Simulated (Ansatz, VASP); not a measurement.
# SnTe2 in two plane-wave programs

Wanted: the spread between two codes on one cell, functional and k mesh. The cell is generated by rule, not measured, and may not be a known phase. The cell is taken from a series of runs on this material, whose earlier steps may have relaxed, scaled, displaced or heated it; both programs get it as it stands.

Main program and level: Ansatz 0.2.0; plane waves, with VASP 6.6.1 beside it; relaxation of cell and atoms at PBE.

## (1) The starting structure

Symmetry: Fm-3m, No. 225, cubic system. Conventional cell: a = 7.430 Å, b = 7.430 Å, c = 7.430 Å, α = 90.00°, β = 90.00°, γ = 90.00°. Nearest to Sn lie 8 Te at 3.22 Å. Te has 4 Sn at 3.22 Å nearest. Farther neighbours and most contacts between anions are not listed.

## (2) Ansatz: relaxation of cell and atoms, PBE, pair 1

Ansatz runs on its default PAW (the set named soft_2) files.

The relaxed volume is the usual yardstick between codes: in a stiff, nearly cubic crystal its relative difference is about their pressure difference at one cell divided by the bulk modulus.

input.yaml reads:

```yaml
crystal:
  lattice:
    - [0.0, 3.7148789553, 3.7148789553]
    - [3.7148789553, 0.0, 3.7148789553]
    - [3.7148789553, 3.7148789553, 0.0]
  atoms:
    - { symbol: Sn, position: [0.0, 0.0, 0.0] }
    - { symbol: Te, position: [0.25, 0.25, 0.25] }
    - { symbol: Te, position: [0.75, 0.75, 0.75] }
kpoints:
  mp_grid: { grid: [10, 10, 10] }
hamiltonian:
  xc: pbe
scf:
  occupations: { method: gaussian, width: 0.1 }
output:
  forces: true
  stress: true
  eigenvalues: true
  write_density: true
  write_potential: true
  elf: true
  volumetric_format: npy
relax:
  adjacent_minimum: "off"
  f_tol: 0.005
  max_steps: 80
  cell: { stress_tol: 0.05 }
```

Launch:

```
$ ansatz run input.yaml --threads 4 --pin off --max-ram 7168MiB --backend cpu --events-out ev --progress --plain --runs-dir out
```

Numbers of over 12 decimals in the logs are rounded to 6 here.

Output:

```text
Engine: ansatz 0.2.0, aarch64-unknown-linux-gnu
Pseudopotentials: kind: paw
Pseudopotential: Sn, paw, valence charge 14, recommended cutoff 420 eV (normal), Sn.paw.azcp
Pseudopotential: Te, paw, valence charge 16, recommended cutoff 420 eV (normal), Te.paw.azcp
Functional definition: PBE
  parameter kappa = 0.804
  parameter beta = 0.066725
  exchange = pbe_x(kappa = kappa, mu = beta*pi^2/3)
  correlation = pbe_c(beta = beta)
Crystal: 3 atoms, lattice volume = 102.533 Å³
Basis set: ecut = 420 eV, 1989 PW (Γ), exchange–correlation on 72×72×72 points (8 copies of the dense FFT grid, shifted against one another)
Bands: 28, of which v1, the nominal top of the filled ones, is band 23 counted from 1 (22 counted from 0)
Symmetry: 48 space group operations
Space group: Fm-3m (ITA 225), of the structure as read, at distance tolerance 4.7e-5 Å
k-points: 47 of 1000
Non-local potential: Sn, projectors of the file, l = 0: 2, l = 1: 2, l = 2: 2, l = 3: 2
Non-local potential: Te, projectors of the file, l = 0: 2, l = 1: 2, l = 2: 2, l = 3: 2
PAW form: soft (Blöchl's): semilocal exchange-correlation on the pseudo side does not see the compensation charge
PAW one-centre angular grid: Sn, 590 points (default); XC on 64 Gauss nodes
PAW one-centre angular grid: Te, 590 points (default); XC on 64 Gauss nodes
Initial density: superposition of atomic densities (neutral atoms: chi_scale 0, normalization atom), corrected by the library's trained network
Initial wavefunctions: pseudopotential atomic-orbital guess
Functional: x = pbe(κ = 0.804, μ = 0.219515), c = pbe(β = 0.066725)
SCF iter   1: F=—  HF=-19983.754499 eV  |F-HF|=—  |Δ(HF+E_count)|=         —  Δρ=1.26e-3  dr2=2.30e-3  ethr=1.77e-3  ⟨swp⟩=6.8  Hψ=5979  notcnv=0
preconditioner: auto → LDOS  [metal: Δε(μ)=0.008 eV  Ē_g=7.936 eV  σ=0.100 eV  W_gap=0.05  n_scr=14 (ndim 8)  ℏωp=14.7 eV  f_vac=0.069  D(μ)=3.09/eV (n_scr^D=14)  β→1.0]
SCF iter   2: F=—  HF=-19983.753088 eV  |F-HF|=—  |Δ(HF+E_count)|=   1.41e-3  Δρ=5.39e-4  dr2=2.58e-4  ethr=5.01e-6  ⟨swp⟩=2.0  Hψ=2780  notcnv=0
SCF iter   3: F=—  HF=-19983.752974 eV  |F-HF|=—  |Δ(HF+E_count)|=   1.14e-4  Δρ=2.58e-4  dr2=5.67e-5  ethr=5.60e-7  ⟨swp⟩=2.0  Hψ=2390  notcnv=0
SCF iter   4: F=—  HF=-19983.752949 eV  |F-HF|=—  |Δ(HF+E_count)|=   2.44e-5  Δρ=7.45e-5  dr2=7.47e-6  ethr=1.23e-7  ⟨swp⟩=2.0  Hψ=1942  notcnv=0
SCF iter   5: F=—  HF=-19983.752947 eV  |F-HF|=—  |Δ(HF+E_count)|=   1.92e-6  Δρ=3.07e-5  dr2=8.11e-7  ethr=1.62e-8  ⟨swp⟩=2.0  Hψ=2388  notcnv=0
SCF iter   6: F=-19983.752947 eV  HF=-19983.752947 eV  |F-HF|=1.65e-8  |Δ(HF+E_count)|=   4.09e-7  Δρ=5.13e-6  dr2=3.73e-8  ethr=2.17e-10  ⟨swp⟩=10.0  Hψ=9851  notcnv=0
SCF 1 converged in 6 iterations: F = -19983.752947 eV  dr2 = 3.73e-8
  greatest PAW one-centre occupation: 0.998 electrons in one spin orbital (limit 2), on the Te atom at site 2 (counted from 0), in its partial waves of l = 2
relax step   1: F+E_penalty+E_count = -19983.75294704 eV  Δ(F+E_penalty+E_count) = +0.000e0 eV  max|allowed force component| = 4.240e-18 eV/Å  Δτ_max = 0.0000 Å  P = +0.234 GPa  Ω = 102.533 Å³  (6 SCF iters, dr2 threshold 1.00e-7 eV, accepted)
[...]
relax step   2: F+E_penalty+E_count = -19983.75330749 eV  Δ(F+E_penalty+E_count) = -3.604e-4 eV  max|allowed force component| = 9.445e-18 eV/Å  Δτ_max = 0.0000 Å  P = -0.016 GPa  Ω = 103.230 Å³  energy of the carried Pulay correction = -1.094e-4 eV  (3 SCF iters, dr2 threshold 1.37e-7 eV, accepted)
[...]
relax step   3: F+E_penalty+E_count = -19983.75342312 eV  Δ(F+E_penalty+E_count) = -1.156e-4 eV  max|allowed force component| = 9.637e-18 eV/Å  Δτ_max = 0.0000 Å  P = -0.016 GPa  Ω = 103.230 Å³  stress off target by 1.64e-2 GPa  SCF on the basis re-selected at this cell (its energy is not comparable with the rows above)  (5 SCF iters)
basis re-selected at this cell: Δ(F+E_penalty+E_count) = -1.156e-4 eV, ΔP = -0.000 GPa vs the last step (what re-selecting the basis moved, of the pressure what is left beyond the Pulay correction that the steps carried, after the strain that the cell walked since its last selection, with what the two solves' SCF thresholds leave and, on support functions, any second-order correction that the steps lacked; it is no m [...]
SCF converged after 5 iterations
Free energy (F): -19983.753423 eV
Harris-Foulkes:  -19983.753423 eV  (|F-HF|=7.28e-12)
Internal energy: -19983.737820 eV  (E = F + TS)
E sigma→0 (E₀):  -19983.745622 eV
Entropy (-TS):   -0.015603 eV (-5.201 meV/atom)
Fermi energy:    7.911796 eV
--- Per-component energies (eV) ---
  E_band       = -659.805453
  E_kinetic    = 544.513865
  E_local      = -3689.618607  (includes V_loc(G=0)·N_el)
  E_nonlocal   = -653.670873
  E_hartree    = 2275.937842
  E_xc         = -630.498206
  E_vxc        = -303.008414  (∫ρ·V_xc dr)
  E_paw        = -13457.687322  (= ΣΔE_a)
  E_vpaw       = -1109.896908  (= ΣTr[D̂ρ^β])
  E_aug_tail   = -0.000317  (compensation charges beyond the density's cutoff)
  E_ewald      = -4372.714204
  E_smearing   = -0.015603  (= −TS)
  E_closure    = -0.000000  (closes the sum)
  Σ components = -19983.753423   (vs F -19983.753423, Δ=0.00e0)
--- Forces (eV/Å), atoms counted from 1 ---
  atom   1  Sn    -0.00000000     0.00000000     0.00000000
  atom   2  Te     0.00000000    -0.00000000     0.00000000
  atom   3  Te     0.00000000     0.00000000    -0.00000000
  max |Σ_I F_I| component: 1.04e-17 eV/Å
--- Stress (GPa, compression-positive) ---
       -0.016355      -0.000000      -0.000000
       -0.000000      -0.016355      -0.000000
       -0.000000      -0.000000      -0.016355
  P = ⅓ Tr σ = -0.0164 GPa (-0.164 kbar)
--- Band table (eV; the first three rows and the last of 47) ---
  k-point 0: bands = [... 19 lower, 5.3569, 5.3569, 6.5688, 6.5688, 6.5688, 9.5661, 9.5661, 9.5661, ... 1 higher]
  k-point 1: bands = [... 19 lower, 5.3116, 5.3116, 6.5520, 6.5520, 7.0988, 9.5849, 9.6236, 9.6236, ... 1 higher]
  k-point 2: bands = [... 19 lower, 5.2140, 5.2140, 6.4695, 6.4695, 7.8724, 9.8606, 9.8606, 9.9117, ... 1 higher]
  k-point 46: bands = [... 19 lower, 4.9020, 6.1099, 7.0193, 8.5619, 8.7743, 10.5446, 11.3434, 11.7479, ... 1 higher]
--- Relaxed structure (2 steps of the walk, 2 accepted, 1 SCFs on fresh bases) ---
  F+E_penalty+E_count = -19983.75342312 eV   max|allowed force component| = 9.637e-18 eV/Å   (the final SCF, on the basis selected at the relaxed cell)
  cell:  # Å, volume = 103.2298 Å³
    - [0, 3.723275, 3.723275]
    - [3.723275, 0, 3.723275]
    - [3.723275, 3.723275, 0]
  atoms:
    - { symbol: Sn, position: [0, 0, 0] }
    - { symbol: Te, position: [0.25, 0.25, 0.25] }
    - { symbol: Te, position: [0.75, 0.75, 0.75] }
```

In the SCF lines HF is the Harris–Foulkes energy and dr2 the Hartree energy of the density residual, in eV; the loop may stop once dr2 is under the threshold and the program's other checks hold. Hψ counts applications of the Hamiltonian.

## (3) VASP: relaxation of cell and atoms, PBE, pair 1

The same cell, functional, mesh and smearing now go to VASP, with its own data sets.

Lines of VASP's logs that name or quote its potential files are left out, and so is its time.

INCAR reads:

```
SYSTEM = SnTe2
PREC = Accurate
ENCUT = 500
EDIFF = 1E-07
NELM = 120
ISMEAR = 0
SIGMA = 0.1
LREAL = .FALSE.
ALGO = Normal
GGA = PE
NBANDS = 19
LORBIT = 11
LWAVE = .FALSE.
LCHARG = .FALSE.
ISIF = 3
IBRION = 2
NSW = 80
EDIFFG = -0.005
LASPH = .TRUE.
GGA_COMPAT = .FALSE.
NELMIN = 4
KPAR = 2
```

POSCAR reads:

```
SnTe2
1.0
    0.0000000000      3.7148790000      3.7148790000
    3.7148790000      0.0000000000      3.7148790000
    3.7148790000      3.7148790000      0.0000000000
Sn Te
1 2
Direct
    0.0000000000      0.0000000000      0.0000000000
    0.2499999327      0.2499999327      0.2499999327
    0.7499999327      0.7499999327      0.7499999327
```

KPOINTS reads:

```
Automatic mesh
0
Gamma
10 10 10
0 0 0
```

The projector-augmented-wave data sets are Sn_d and Te (PBE family, release 64).

Launch:

```
$ mpirun -np 2 vasp_std
```

Output:

```text
[banner, memory and clock lines left out]
running    2 mpi-ranks, on    1 nodes
 distrk:  each k-point on    1 cores,    2 groups
 distr:  one band on    1 cores,    1 groups

 POSCAR found type information on POSCAR SnTe
 POSCAR found :  2 types and       3 ions
 LDA part: xc-table for (Slater+PW92), standard interpolation
 POSCAR, INCAR and KPOINTS ok, starting setup
 FFT: planning ... GRIDC
 FFT: planning ... GRID_SOFT
 FFT: planning ... GRID
 WAVECAR not read
 entering main loop
       N       E                     dE             d eps       ncg     rms          rms(c)
DAV:   1     0.174789806905E+03    0.17479E+03   -0.11309E+04  1803   0.136E+03
DAV:   2     0.900790361306E+01   -0.16578E+03   -0.16162E+03  1918   0.325E+02
DAV:   3    -0.901661061118E+01   -0.18025E+02   -0.17629E+02  2223   0.103E+02
DAV:   4    -0.974611645984E+01   -0.72951E+00   -0.72495E+00  2064   0.204E+01
DAV:   5    -0.977345031852E+01   -0.27334E-01   -0.27331E-01  2433   0.428E+00    0.612E+00
DAV:   6    -0.975764338881E+01    0.15807E-01   -0.47251E-02  2041   0.195E+00    0.389E+00
DAV:   7    -0.975891774694E+01   -0.12744E-02   -0.29056E-02  2180   0.120E+00    0.183E-01
DAV:   8    -0.975836847405E+01    0.54927E-03   -0.50232E-03  1999   0.653E-01    0.929E-02
DAV:   9    -0.975859008450E+01   -0.22161E-03   -0.41148E-04  1900   0.126E-01    0.364E-02
DAV:  10    -0.975859446080E+01   -0.43763E-05   -0.11143E-05  2439   0.249E-02    0.278E-02
DAV:  11    -0.975860736296E+01   -0.12902E-04   -0.34669E-05  1876   0.259E-02    0.161E-02
DAV:  12    -0.975860739869E+01   -0.35736E-07   -0.56322E-07  1969   0.656E-03
   1 F= -.97586074E+01 E0= -.97509061E+01  d E =-.975861E+01
 curvature:   0.00 expect dE= 0.000E+00 dE for cont linesearch  0.000E+00
 trial: gam= 0.00000 g(F)=  0.892E-41 g(S)=  0.766E-03 ort = 0.000E+00 (trialstep = 0.100E+01)
 search vector abs. value=  0.766E-03
 bond charge predicted
       N       E                     dE             d eps       ncg     rms          rms(c)
DAV:   1    -0.976539630293E+01   -0.67889E-02   -0.14820E-01  2315   0.489E+00    0.467E-01
DAV:   2    -0.976040430176E+01    0.49920E-02   -0.86306E-03  2327   0.125E+00    0.211E-01
DAV:   3    -0.975906075845E+01    0.13435E-02   -0.32009E-03  2380   0.691E-01    0.434E-02
DAV:   4    -0.975899138503E+01    0.69373E-04   -0.15261E-04  2586   0.103E-01    0.551E-02
DAV:   5    -0.975896726154E+01    0.24123E-04   -0.15632E-05  2265   0.288E-02    0.901E-03
DAV:   6    -0.975896656918E+01    0.69236E-06   -0.26671E-06  2058   0.206E-02    0.133E-03
DAV:   7    -0.975896690872E+01   -0.33954E-06   -0.21689E-07  1519   0.400E-03    0.856E-04
DAV:   8    -0.975896704427E+01   -0.13555E-06   -0.75876E-08  1458   0.209E-03    0.181E-04
DAV:   9    -0.975896706257E+01   -0.18304E-07   -0.82760E-09  1136   0.938E-04
   2 F= -.97589671E+01 E0= -.97511767E+01  d E =-.359664E-03
 trial-energy change:   -0.000360  1 .order   -0.000345   -0.000766    0.000075
 step:   0.9183(harm=  0.9107)  dis= 0.00000  next Energy=    -9.758970 (dE=-0.363E-03)
 reached required accuracy - stopping structural energy minimisation
```

OUTCAR, selected parts (step 3):

```text
ion  position               nearest neighbor table
   1  0.000  0.000  0.000-   2 3.22   3 3.22   3 3.22   3 3.22   2 3.22   2 3.22   2 3.22   3 3.22

  LATTYP: Found a face centered cubic cell.
 ALAT       =     7.4297580000

 Subroutine GETGRP returns: Found 48 space group operations
 (whereof 48 operations were pure point group operations)

The static configuration has the point symmetry O_h .

 Found     47 irreducible k-points:

   k-points           NKPTS =     47   k-points in BZ     NKDIM =     47   number of bands    NBANDS=     19

   dimension x,y,z NGX =    40 NGY =   40 NGZ =   40
   dimension x,y,z NGXF=    80 NGYF=   80 NGZF=   80

   ENCUT  =  500.0 eV  36.75 Ry    6.06 a.u.   9.58  9.58  9.58*2*pi/ulx,y,z

   NELECT =      26.0000    total number of electrons

 k-points in reciprocal lattice and weights: Automatic mesh
   0.00000000  0.00000000  0.00000000       0.001
   0.10000000  0.00000000  0.00000000       0.008
   0.20000000  0.00000000  0.00000000       0.008
   0.30000000  0.00000000  0.00000000       0.008
   0.40000000  0.00000000  0.00000000       0.008
   0.50000000  0.00000000  0.00000000       0.004
   0.10000000  0.10000000  0.00000000       0.006
   0.20000000  0.10000000  0.00000000       0.024
   0.30000000  0.10000000  0.00000000       0.024
[...]
-0.30000000  0.40000000  0.20000000       0.024
  -0.30000000  0.50000000  0.20000000       0.012

 average (electrostatic) potential at core
       1-101.6007       2 -89.0856       3 -89.0856

 E-fermi :   5.3360

 k-point     1 :       0.0000    0.0000    0.0000
  band No.  band energies     occupation
    ...
     10       2.7784      2.00000
     11       2.7784      2.00000
     12       3.9908      2.00000
     13       3.9908      2.00000
     14       3.9908      2.00000
     15       6.9877      0.00000
     16       6.9877      0.00000
     17       6.9877      0.00000
     18      10.1692      0.00000
     19      10.1692      0.00000

 k-point     2 :       0.1000    0.0000    0.0000
  band No.  band energies     occupation
    ...
     10       2.7330      2.00000
     11       2.7330      2.00000
     12       3.9740      2.00000
     13       3.9740      2.00000
     14       4.5217      2.00000
     15       7.0064      0.00000
     16       7.0450      0.00000
     17       7.0450      0.00000
     18      10.4282      0.00000
     19      10.4282      0.00000

 k-point     3 :       0.2000    0.0000    0.0000
  band No.  band energies     occupation
    ...
     10       2.6351      2.00000
     11       2.6351      2.00000
     12       3.8916      2.00000
     13       3.8916      2.00000
     14       5.2965      1.42431
     15       7.2815      0.00000
     16       7.2815      0.00000
     17       7.3332      0.00000
     18      11.1068      0.00000
     19      11.1068      0.00000

  Total       -0.0123588     -0.0123588     -0.0123588     -0.0000000     -0.0000000      0.0000000
  in kB       -0.1919489     -0.1919489     -0.1919489     -0.0000000     -0.0000000      0.0000000
  external PRESSURE =      -0.1919489 kB  Pullay stress =       0.0000000 kB

  energy-cutoff  :      500.00
  volume of cell :      103.16
      direct lattice vectors                 reciprocal lattice vectors
    -0.000000000  3.722406397  3.722406397    -0.134321712  0.134321712  0.134321712
     3.722406397  0.000000000  3.722406397     0.134321712 -0.134321712  0.134321712
     3.722406397  3.722406397  0.000000000     0.134321712  0.134321712 -0.134321712

 POSITION                                       TOTAL-FORCE (eV/Angst)
 -----------------------------------------------------------------------------------
     -0.00000      3.72241      3.72241        -0.000000      0.000000     -0.000000
      1.86120      1.86120      1.86120        -0.000000     -0.000000     -0.000000
      5.58361      5.58361      5.58361         0.000000      0.000000      0.000000
 -----------------------------------------------------------------------------------
    total drift:                                0.000284      0.000284      0.000284

  FREE ENERGIE OF THE ION-ELECTRON SYSTEM (eV)
  ---------------------------------------------------
  free  energy   TOTEN  =        -9.7589670626 eV

  energy  without entropy=       -9.7433863865  energy(sigma->0) =       -9.75117672

 reached required accuracy - stopping structural energy minimisation

 total charge
# of ion       s       p       d       tot
------------------------------------------
    1        1.355   0.724   9.993  12.072
    2        1.416   1.843   0.026   3.285
    3        1.416   1.843   0.026   3.285
--------------------------------------------------
tot          4.186   4.411  10.045  18.642

[... 3 further parts left out ...]
```

The run keeps the 48 symmetry operations of its start, so it cannot find a distortion of lower symmetry.

## (4) Comparison

Known differences besides the potentials themselves: the data sets hold 46 valence electrons in Ansatz (on its default PAW (the set named soft_2) files) and 26 in VASP; the cutoff is 420 eV in Ansatz and 500 eV in VASP; Ansatz adds a Pulay correction to the stress that steers its cell, VASP none. Total energies have different zeros and are not compared.

Both answers:

```
                                         quantity  Ansatz    VASP  difference
                                      volume (Å³)  103.23  103.16     +0.07 %
edge a after relaxation, in the typed setting (Å)   5.266   5.264     +0.02 %
```

(Part 1 of 2 ends here.)

[Lines on the potential files, build, host, timing and source positions are cut from VASP's logs without a mark.]

[Logs are printed without paths, hosts, clocks, repeated set-up lines and the standing remarks that a program may print on its own settings, such as how far it seeks lower states.]

[Hosts, paths, dates, database ids (printed as entryN), source tags and the programs' standing remarks are cut or masked in the printed files.]
